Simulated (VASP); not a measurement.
Write the native input for VASP 6.6.1 that does the following.

```
Task                   : single point
Functional             : PBE
Potentials or basis    : VASP PAW PBE potentials, release 64 (Sc_sv, Ge_d)
Cutoff                 : 520 eV
k mesh                 : 4 × 4 × 4
Occupations            : gaussian, width 0.1 eV
Spin                   : no spin polarisation
Dipole correction      : no
Further INCAR settings : ALGO = Fast; EDIFF = 1e-06; NBANDS = 78
```

The structure of ScGe4 lies in POSCAR:

```
ScGe4
1.0
    5.1617836400      0.0000000000      0.0000000000
    0.0000000000      5.1617836400      0.0000000000
    0.0000000000      0.0000000000      6.3637878900
Sc Ge
2 8
Direct
    0.0000000000      0.0000000000      0.2500000000
    0.0000000000      0.0000000000      0.7500000000
    0.4612720000      0.7598320200      0.9035400000
    0.5387280000      0.7598320200      0.4035400000
    0.7598320200      0.5387280000      0.0964600000
    0.2401679800      0.4612720000      0.0964600000
    0.7598320200      0.4612720000      0.5964600000
    0.4612720000      0.2401679800      0.4035400000
    0.2401679800      0.5387280000      0.5964600000
    0.5387280000      0.2401679800      0.9035400000
```

The cell was built by a generator and needn't be a form met in nature.

These files were run (other wordings do the same):

INCAR

```
SYSTEM = ScGe4
ALGO = Fast ; EDIFF = 1E-6
ENCUT = 520 ; GGA = PE
ISIF = 2 ; ISMEAR = 0
LASPH = .True. ; LCHARG = .True.
LELF = .True. ; LREAL = .False.
LVHAR = .True. ; LWAVE = .False.
NBANDS = 78 ; NELM = 100
PREC = Accurate ; SIGMA = 0.1
```

KPOINTS

```
k-points
0
Gamma
  4 4 4
  0 0 0
```

Potentials or basis: VASP PAW PBE potentials, release 64 (Sc_sv, Ge_d).

Run with:

```sh
$ cat potpaw_PBE.64/Sc_sv/POTCAR potpaw_PBE.64/Ge_d/POTCAR > POTCAR
$ mpirun -np 1 vasp_std > vasp.out
```

It gave:

```yaml
Pressure: 29.7 GPa
Largest_force: 4.552 eV/Å
Band_gap_on_the_k_mesh: none (metal or under the smearing width)
```

Caveat: a pressure of tens of GPa on the cell as given is suspect, and the run, the potentials or the cell itself is likely at fault; forces of over 1 eV/Å show positions far from the minimum, so gaps and moduli don't describe the material at rest.

It took 4.5 min on 1 thread of Intel(R) Xeon(R) Platinum 8375C CPU @ 2.90GHz (Ice Lake), on a shared host, peak memory 0.35 GiB.
